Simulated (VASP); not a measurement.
Here is the system:

```yaml
crystal:
  lattice:
    - [0.00000, 3.01339, 3.01339]
    - [3.01339, 0.00000, 3.01339]
    - [3.01339, 3.01339, 0.00000]
  atoms:
    - { symbol: Al, position: [0.25000, 0.25000, 0.25000] }
    - { symbol: Al, position: [0.75000, 0.75000, 0.75000] }
    - { symbol: Au, position: [0.00000, 0.00000, 0.00000] }
```

Computed with optB86b-vdW, VASP's PBE PAW potentials (set 64) (plane waves; VASP). Settings: 520 eV cut-off, Gaussian smearing of 0.050 eV, potentials Al Au.

**Question.** Give the energies of bands 1 to 11 at the high-symmetry points, in eV from the Fermi level.

**Answer.** 
```json
[
 {"band": "1", "Γ": "-10.43", "X": "-7.20", "U": "-7.29", "L": "-8.40", "W": "-6.95"},
 {"band": "2", "Γ": "-6.51", "X": "-6.98", "U": "-6.70", "L": "-6.36", "W": "-6.95"},
 {"band": "3", "Γ": "-6.51", "X": "-6.15", "U": "-6.48", "L": "-6.27", "W": "-6.22"},
 {"band": "4", "Γ": "-6.51", "X": "-5.72", "U": "-5.82", "L": "-6.27", "W": "-6.17"},
 {"band": "5", "Γ": "-5.56", "X": "-5.72", "U": "-5.52", "L": "-5.45", "W": "-5.72"},
 {"band": "6", "Γ": "-5.56", "X": "-5.26", "U": "-5.46", "L": "-5.45", "W": "-5.14"},
 {"band": "7", "Γ": "2.19", "X": "-4.97", "U": "-4.55", "L": "-5.39", "W": "-3.97"},
 {"band": "8", "Γ": "2.97", "X": "-2.05", "U": "-3.34", "L": "0.39", "W": "-3.97"},
 {"band": "9", "Γ": "2.97", "X": "-2.05", "U": "-1.31", "L": "0.39", "W": "-2.13"},
 {"band": "10", "Γ": "2.97", "X": "1.23", "U": "1.84", "L": "3.31", "W": "4.12"},
 {"band": "11", "Γ": "3.89", "X": "2.13", "U": "4.38", "L": "3.51", "W": "4.12"}
]
```

It has no gap at this level: it comes out as a metal or semimetal.

The compound is AuAl2 in the fluorite structure. It was relaxed first. The electron count is odd and the run is not spin-polarised, which forces a metal.
